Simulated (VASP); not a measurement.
An input for Ansatz (written as the equivalent of a VASP run, and not itself run):

Ansatz 0.2 input:
```yaml
crystal:
  lattice:
    - [0.0000000, 2.8300000, 2.8300000]
    - [2.8300000, 0.0000000, 2.8300000]
    - [2.8300000, 2.8300000, 0.0000000]
  atoms:
    - { symbol: Al, position: [0.0000000, 0.0000000, 0.0000000] }
    - { symbol: As, position: [0.2500000, 0.2500000, 0.2500000] }
kpoints:
  mp_grid: { grid: [7, 7, 7] }
hamiltonian:
  xc: lda
  pseudopotentials: { kind: paw }
scf:
  occupations: { method: gaussian, width: 0.05 }
  max_iter: 100
relax:
  max_steps: 60
  f_tol: 0.01
  cell: {}
output: { forces: true, stress: true, eigenvalues: true }
```

**Question.** Write the VASP files for the same calculation (LDA).

**Answer.** One answer among several that fit: 
KPOINTS:
```
Automatic
0
G
  7 7 7
```

POSCAR:
```
AlAs
1.0
  0.0000000000   2.8300000000   2.8300000000
  2.8300000000   0.0000000000   2.8300000000
  2.8300000000   2.8300000000   0.0000000000
Al As
1 1
Cartesian
  0.0000000000   0.0000000000   0.0000000000
  1.4150000000   1.4150000000   1.4150000000
```

INCAR:
```
ALGO  =  Normal
EDIFF  =  1E-6
EDIFFG  =  -0.01
ENCUT  =  520
IBRION  =  2
ISIF  =  3
ISMEAR  =  0
LASPH  =  .TRUE.
LCHARG  =  .FALSE.
LMAXMIX  =  4
LREAL  =  .FALSE.
LWAVE  =  .FALSE.
NELM  =  100
NSW  =  60
PREC  =  Accurate
SIGMA  =  0.05
SYSTEM  =  AlAs
```

POTCAR, in this order: Al As (LDA.64 set). Program: vasp_std.

Limits of the translation: each code has its own PAW files, so the cut-off isn't converted (ENCUT is set for VASP's; basis.ecutwfc is left out, and Ansatz then takes the one that its files recommend); Ansatz stops its SCF on the density residual and VASP on the energy change (EDIFF); Ansatz's lda is the Perdew-Wang form, while the LDA potentials of VASP carry Perdew-Zunger's.

The compound is AlAs in the zinc blende structure. This run relaxes it. Symmetry was kept, so distortions that lower it aren't found.
